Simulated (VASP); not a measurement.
Computed with RPBE GGA, VASP's PBE PAW potentials (set 64) (plane waves; VASP).

VASP ran on this input.

**INCAR**
```
LCHARG=.TRUE.
GGA=RP   ! RPBE
SYSTEM=NiSb
LREAL=.FALSE.   ! projection in real space or not
ISMEAR=-5   ! tetrahedra, Bloechl
LASPH=.TRUE.   ! aspherical one-centre terms
NEDOS=601   ! DOS grid
ISIF=2
LMAXMIX=4   ! l cut-off of mixed one-centre charges
PREC=Accurate
ALGO=Normal
NELM=100   ! most electronic steps
ENCUT=520
LORBIT=11
LEFG=.TRUE.
LWAVE=.FALSE.
EDIFF=1E-7   ! SCF stop (eV)
```

### POSCAR
```
NiSb
1
    2.0006986645    -3.4653119096    -0.0000000000
    2.0006986645     3.4653119096     0.0000000000
   -0.0000000000    -0.0000000000     5.2233086649
Ni Sb
2 2
Direct
  0.0000000000   1.0000000000   0.5000000000
  0.0000000000   1.0000000000   1.0000000000
  0.3333330000   0.6666670000   0.2500000000
  0.6666670000   0.3333330000   0.7500000000
```

**KPOINTS**
```
Automatic mesh
0
Gamma
10 10 7
0 0 0
```

POTCAR, in this order: Ni Sb (PBE.64 set). Program: vasp_std.

The run wrote:

File OSZICAR:
```
       N       E                     dE             d eps       ncg     rms          rms(c)
DAV:   1     0.170433052351E+03    0.17043E+03   -0.12667E+04  2128   0.162E+03
DAV:   2    -0.101874133092E+02   -0.18062E+03   -0.17584E+03  2152   0.318E+02
DAV:   3    -0.194191238773E+02   -0.92317E+01   -0.88808E+01  2468   0.876E+01
DAV:   4    -0.197072512508E+02   -0.28813E+00   -0.28620E+00  2435   0.145E+01
DAV:   5    -0.197164066951E+02   -0.91554E-02   -0.91512E-02  2552   0.275E+00    0.125E+01
DAV:   6    -0.225516166110E+02   -0.28352E+01   -0.33704E+01  2349   0.105E+02    0.178E+01
DAV:   7    -0.184508248890E+02    0.41008E+01   -0.12491E+01  2339   0.738E+01    0.373E+00
DAV:   8    -0.185170206818E+02   -0.66196E-01   -0.15681E+00  2982   0.114E+01    0.264E+00
DAV:   9    -0.184618501740E+02    0.55171E-01   -0.26238E-01  2431   0.858E+00    0.624E-01
DAV:  10    -0.184625217274E+02   -0.67155E-03   -0.74559E-03  2281   0.846E-01    0.483E-01
DAV:  11    -0.184624359330E+02    0.85794E-04   -0.83810E-04  2548   0.236E-01    0.128E-01
DAV:  12    -0.184623615443E+02    0.74389E-04   -0.57389E-04  3036   0.376E-01    0.425E-02
DAV:  13    -0.184623725213E+02   -0.10977E-04   -0.73338E-05  2525   0.821E-02    0.220E-02
DAV:  14    -0.184623671165E+02    0.54048E-05   -0.31518E-06  2889   0.257E-02    0.778E-03
DAV:  15    -0.184623673495E+02   -0.23299E-06   -0.61708E-07  2233   0.630E-03    0.258E-03
DAV:  16    -0.184623664142E+02    0.93531E-06   -0.10201E-07  1388   0.548E-03    0.111E-03
DAV:  17    -0.184623660298E+02    0.38442E-06   -0.57891E-08  1190   0.243E-03    0.201E-04
DAV:  18    -0.184623660535E+02   -0.23720E-07   -0.17328E-08  1163   0.174E-03
   1 F= -.18462366E+02 E0= -.18462366E+02  d E =0.000000E+00
```

OUTCAR:
```
------------------------ aborting loop because EDIFF is reached ----------------------------------------
  FORCE on cell =-STRESS in cart. coord.  units (eV):
  Direction    XX          YY          ZZ          XY          YZ          ZX
  --------------------------------------------------------------------------------------
  Total       -0.0529091     -0.0529091     -0.1711814      0.0000000     -0.0000000      0.0000000
  in kB       -1.1704196     -1.1704198     -3.7867574      0.0000000     -0.0000000      0.0000000
  external PRESSURE =      -2.0425323 kB  Pullay stress =       0.0000000 kB
  volume of cell :       72.43
      direct lattice vectors                 reciprocal lattice vectors
     2.000698664 -3.465311910  0.000000000     0.249912697 -0.144287156  0.000000000
     2.000698664  3.465311910  0.000000000     0.249912697  0.144287156  0.000000000
     0.000000000  0.000000000  5.223308665     0.000000000  0.000000000  0.191449532
 POSITION                                       TOTAL-FORCE (eV/Angst)
 -----------------------------------------------------------------------------------
      0.00000      0.00000      2.61165         0.000000      0.000000     -0.000000
      0.00000      0.00000      0.00000         0.000000      0.000000     -0.000000
      2.00070      1.15511      1.30583        -0.000000     -0.000000      0.000000
      2.00070     -1.15511      3.91748         0.000000      0.000000      0.000000
 -----------------------------------------------------------------------------------
    total drift:                                0.000000      0.000000      0.000000
  FREE ENERGIE OF THE ION-ELECTRON SYSTEM (eV)
  ---------------------------------------------------
  free  energy   TOTEN  =       -18.4623660535 eV

  energy  without entropy=      -18.4623660535  energy(sigma->0) =      -18.46236605

 total charge

# of ion       s       p       d       tot
------------------------------------------
    1        0.427   0.434   8.430   9.291
    2        0.427   0.434   8.430   9.291
    3        1.132   1.187   0.066   2.386
    4        1.132   1.187   0.066   2.386
--------------------------------------------------
tot          3.119   3.243  16.993  23.355

 Electric field gradients after diagonalization (V/A^2)
 (convention: |V_zz| > |V_xx| > |V_yy|)
----------------------------------------------------------------------
 ion       V_xx      V_yy      V_zz     asymmetry (V_yy - V_xx)/ V_zz
----------------------------------------------------------------------
   1       9.420     9.410   -18.831       0.001
   2       9.420     9.410   -18.831       0.001
   3     -37.574   -37.574    75.148       0.000
   4     -37.574   -37.574    75.148       0.000
```
(Selected blocks of OUTCAR.)

For a metal the tetrahedron method with Blöchl corrections gives inexact stress and forces.

The compound is NiSb in the NiAs type structure. It was relaxed first, which changed the volume by +6 %. The run is not spin-polarised, so no magnetic state was tried.
